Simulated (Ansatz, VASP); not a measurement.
# MgS (Niningerite): VASP beside Ansatz, part 2 of 2

Aim: how closely do two programs agree when they are given the same cell, functional and k mesh? The cell is a member of a volume series, scaled by 1.03 from a relaxed one, so a pressure remains.

VASP 6.6.1 and Ansatz 0.2.0.

So far. Step 2 (Ansatz: single point, PBEsol, volume scaled by 1.03): The run ends at a pressure of -1.99 GPa. Step 6 (Ansatz: single point, r2SCAN, volume scaled by 0.985): The run ends at a pressure of 1.76 GPa.

## Step 8: Comparison

What differs besides the data sets and the points named for the pairs above, as far as they apply: VASP keeps PBE cores, Ansatz makes them for the functional. Total energies have different zeros and are not compared.

Compared:

```
              quantity  Ansatz   VASP  difference
        pressure (GPa)    1.76   1.27       +0.49
gap on the k mesh (eV)   3.507  3.480      +0.028
```

A gap on the mesh is an upper bound, since the band edges may lie between its points.

## Step 9: VASP: single point, r2SCAN, volume scaled by 1.015

A single point gives forces, pressure and levels at one fixed geometry, so differences don't come from the geometry; what else differs is listed under the comparison. The cell compared in this pair holds 35.53 Å³, against 34.48 Å³ for the pair before.

The input asks for a relaxation, which ended at its first step since no free force or stress exceeded the threshold; so it serves as a single point.

INCAR reads:

```
SYSTEM = MgS
PREC = Accurate
ENCUT = 500
EDIFF = 1E-06
NELM = 100
ISMEAR = 0
SIGMA = 0.03
LREAL = .FALSE.
ALGO = Normal
METAGGA = R2SCAN
LASPH = .TRUE.
NBANDS = 10
LORBIT = 11
LWAVE = .FALSE.
LCHARG = .FALSE.
KPAR = 4
IBRION = 2
NSW = 30
ISIF = 4
EDIFFG = -0.01
```

POSCAR reads:

```
MgS
1.0
    0.0000000000      2.6092423475      2.6092423475
    2.6092423475      0.0000000000      2.6092423475
    2.6092423475      2.6092423475      0.0000000000
S Mg
1 1
Direct
    0.5000000000      0.5000000000      0.5000000000
    0.0000000000      0.0000000000      0.0000000000
```

KPOINTS reads:

```
Automatic mesh
0
Gamma
8 8 8
0 0 0
```

PAW data sets: S and Mg (PBE family, release 64).

Started as:

```sh
mpirun -np 4 vasp_std
```

Numbers of over 12 decimals in the logs are rounded to 6 here.

The log of the run:

```text
[... set-up lines as in an earlier step ...]
 entering main loop
       N       E                     dE             d eps       ncg     rms          rms(c)
DAV:   1     0.119079217241E+02    0.11908E+02   -0.35571E+03   604   0.636E+02
DAV:   2    -0.160056195059E+02   -0.27914E+02   -0.27014E+02   812   0.107E+02
DAV:   3    -0.171041580147E+02   -0.10985E+01   -0.10974E+01   688   0.221E+01
DAV:   4    -0.171111233383E+02   -0.69653E-02   -0.69643E-02   736   0.212E+00
[...]
DAV:  11    -0.155087725662E+02   -0.20169E-05   -0.20034E-06   654   0.111E-02    0.921E-03
DAV:  12    -0.155087714659E+02    0.11003E-05   -0.11587E-07   348   0.210E-03    0.294E-03
DAV:  13    -0.155087714480E+02    0.17925E-07   -0.19758E-08   326   0.106E-03
   1 F= -.15508771E+02 E0= -.15508771E+02  d E =-.155088E+02
[...]
reached required accuracy - stopping structural energy minimisation
```

From OUTCAR (step 9):

```text
  Total       -0.2578906     -0.2578906     -0.2578906     -0.0000000      0.0000000     -0.0000000
  in kB      -11.6298140    -11.6298140    -11.6298140     -0.0000000      0.0000000     -0.0000000
  external PRESSURE =     -11.6298140 kB  Pullay stress =       0.0000000 kB

 POSITION                                       TOTAL-FORCE (eV/Angst)
 -----------------------------------------------------------------------------------
      2.60924      2.60924      2.60924        -0.000000     -0.000000      0.000000
      0.00000      0.00000      0.00000         0.000000      0.000000     -0.000000
 -----------------------------------------------------------------------------------
    total drift:                                0.000000      0.000000      0.000000

  FREE ENERGIE OF THE ION-ELECTRON SYSTEM (eV)
  ---------------------------------------------------
  free  energy   TOTEN  =       -15.5087714480 eV

  energy  without entropy=      -15.5087714480  energy(sigma->0) =      -15.50877145

[... 2 parts as in an earlier step ...]

[... 2 further parts left out ...]
[key lines of the parts left out:]
E-fermi :   3.6069
```

## Step 10: Ansatz: single point, r2SCAN, volume scaled by 1.015

The same cell, functional, mesh and smearing now go to Ansatz, which takes its cutoff from its data sets.

The cell is a member of a volume series, scaled by 1.015 from a relaxed one, so a pressure remains.

input.yaml reads:

```yaml
crystal:
  lattice:
    - [0.0, 2.60924235, 2.60924235]
    - [2.60924235, 0.0, 2.60924235]
    - [2.60924235, 2.60924235, 0.0]
  atoms:
    - { symbol: S, position: [0.5, 0.5, 0.5] }
    - { symbol: Mg, position: [0.0, 0.0, 0.0] }
hamiltonian:
  xc: r2scan
  pseudopotentials: { kind: paw }
kpoints:
  mp_grid: { grid: [8, 8, 8] }
scf:
  occupations: { method: gaussian, width: 0.03 }
  n_extra_bands: 4
output:
  forces: true
  stress: true
  eigenvalues: true
```

Started as:

```sh
ansatz run input.yaml --threads 2 --pin off --max-ram 4608MiB --backend cpu --events-out ev --progress --plain --runs-dir out
```

The log of the run:

```text
[...]
Crystal: 2 atoms, lattice volume = 35.528 Å³
Basis set: ecut = 500 eV, 893 PW (Γ), exchange–correlation on 108×108×108 points (64 copies of the dense FFT grid, shifted against one another)
Bands: 12, of which v1, the nominal top of the filled ones, is band 8 counted from 1 (7 counted from 0)
Symmetry: 48 space group operations
[...]
k-points: 29 of 512
[...]
--- Band table (eV; the first three rows and the last of 29) ---
  k-point 0: bands = [... 4 lower, -7.0762, 6.0585, 6.0585, 6.0585, 10.6259, 14.5471, 14.5471, 14.5471]
  k-point 1: bands = [... 4 lower, -6.9222, 5.0540, 5.9544, 5.9544, 11.3819, 14.2810, 14.8049, 14.8049]
  k-point 2: bands = [... 4 lower, -6.5072, 3.2865, 5.7260, 5.7260, 11.7370, 14.4495, 14.4495, 15.1238]
  k-point 28: bands = [... 4 lower, -5.3422, 2.8181, 2.8181, 3.7393, 11.9423, 14.6403, 14.6403, 14.8295]
[key lines of the parts left out:]
SCF converged after 6 iterations
Free energy (F): -2835.575363 eV
Fermi energy:    7.780437 eV
P = ⅓ Tr σ = -0.6935 GPa (-6.935 kbar)
```

The job ended after 2.6 s (2 threads of Arm Neoverse N1, shared host; peak memory 0.32 GiB; 4 s of CPU time).

The run ends at a pressure of -0.69 GPa.

## Step 11: Comparison

Compared:

```
              quantity  Ansatz   VASP  difference
        pressure (GPa)   -0.69  -1.16       +0.47
gap on the k mesh (eV)   3.444  3.415      +0.029
```

A gap on the mesh is an upper bound, since the band edges may lie between its points.

## Step 12: Results

```
difference in gap on the k mesh (single point, PBEsol, volume scaled by 1.03)  : -9.8e-4 eV
difference in gap on the k mesh (single point, r2SCAN, volume scaled by 0.985) : 0.028 eV
difference in gap on the k mesh (single point, r2SCAN, volume scaled by 1.015) : 0.029 eV
```

What this shows: The difference in gap on the k mesh is 0.029 eV (single point, r2SCAN, volume scaled by 1.015), within the 0.08 eV picked in this series as the mark of a large difference. Single point, PBEsol, volume scaled by 1.03, Ansatz's all-electron LAPW method: the difference in gap on the k mesh goes from -9.8e-4 to 6.7e-4 eV. 2 further runs of this series are not shown here. How closely two codes agree says nothing of how well the functional describes the real material.

[Lines on the potential files, build, host, timing and source positions are cut from VASP's logs without a mark.]

[Logs are printed without paths, hosts, clocks, repeated set-up lines and the standing remarks that a program may print on its own settings, such as how far it seeks lower states.]

[Hosts, paths, dates, database ids (printed as entryN), source tags and the programs' standing remarks are cut or masked in the printed files.]
